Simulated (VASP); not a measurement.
Consider the following.

```
CdZnSSe
1.0
    3.96458     0.00000     0.00000
   -1.98229     3.43343     0.00000
    0.00000     0.00000     6.64650
Zn Cd Se S
1 1 1 1
Direct
  0.33333   0.66667   0.98867
  0.00000   0.00000   0.51954
  0.33333   0.66667   0.35086
  0.00000   0.00000   0.89292
```

These are LDA (Ceperley-Alder, Perdew-Zunger), VASP's LDA PAW potentials (set 64) (plane waves; VASP) values and carry that method's errors. Run with 400 eV cut-off, 7×7×4 Γ-centred mesh, tetrahedra with Blöchl corrections, potentials Zn Cd Se S.

Q: Predict the energy per atom (σ→0).

A: 
The energy per atom (σ→0) is -352.7 kJ/mol of atoms.

The structure comes from a computed database's ZnCdSeS entry (P3m1); how it stands against other phases isn't given here. It was relaxed first, which changed the volume by -9 %.
